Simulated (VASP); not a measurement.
Consider the following.

```xyz
3
Lattice="1.4990 -2.6476 0.0000 1.4990 2.6476 0.0000 0.0000 0.0000 3.6253" Properties=species:S:1:pos:R:3 pbc="T T T"
Mg     0.0000     0.0000     0.0000
B      1.4990     0.8825     1.8126
B      1.5959    -0.8825     1.8126
```
Cell charge -0.02.

Computed with PBE GGA, VASP's PBE PAW potentials (set 64) (plane waves; VASP 6.6.1). Run with NELECT = 8.02, 520 eV cut-off, 11×11×8 Γ-centred mesh, Gaussian smearing of 0.050 eV, potentials Mg B.

The cell is charged, with a uniform compensating background.

Q: Estimate the energy per atom (σ→0), pressure, largest force, band gap (on the k-mesh) with the smallest direct gap where there is one.

A: 
band gap (on the k-mesh): none (metal, semimetal or under 0.01 eV)
energy per atom (σ→0): -5.041 eV/atom
pressure: 4.06 GPa
largest force: 1.105 eV/Å

Only differences to runs with the same potentials and settings are physical.

The compound is MgB2 in the AlB2 type structure. The cell was not relaxed at this level, atoms are displaced from their ideal sites. The run is one of a series of settings (ISMEAR = 0, NELECT = 8.02, SIGMA = 0.05 against the base run), some of them coarse on purpose.
